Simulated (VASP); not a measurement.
The cell holds one Ir (fcc) (111) slab, with vacuum along c, ions free to move until forces fall under 0.03 eV/Å, no reconstruction beyond this cell, dipole correction on.

Input:

```yaml
crystal:
  lattice:
    - [2.71027, 0.00000, 0.00000]
    - [-1.35513, 2.34716, 0.00000]
    - [0.00000, 0.00000, 26.03690]
  atoms:
    - { symbol: Ir, position: [0.66667, 0.33333, 0.33211] }
    - { symbol: Ir, position: [0.33333, 0.66667, 0.41524] }
    - { symbol: Ir, position: [0.00000, 0.00000, 0.50000] }
    - { symbol: Ir, position: [0.66667, 0.33333, 0.58476] }
    - { symbol: Ir, position: [0.33333, 0.66667, 0.66789] }
```

Method: PBEsol GGA, VASP's PBE PAW potentials (set 64) (plane waves; VASP). Numerical set-up: 400 eV cut-off, 12×12×1 Γ-centred mesh, first-order Methfessel-Paxton smearing of 0.10 eV, potentials Ir.

Slab and bulk use different k-meshes, so the surface energy is good to a few per cent at best. Unless said otherwise, spin-orbit coupling is left out, though it shifts the bands of the heavy elements here.

Question: Predict its surface energy, work function, band gap (on the k-mesh).

Answer: 
- surface energy: 2.65 J/m²
- work function: 5.65 eV
- band gap (on the k-mesh): none (metal, semimetal or under 0.01 eV)

Measured: work function 5.78 eV (computed value off by -0.13 eV), as given by Richard Tran et al., Surface Science (2019), arXiv:1902.07811.

The cell is a thin slab with vacuum, built from Ir (fcc): (111) face.
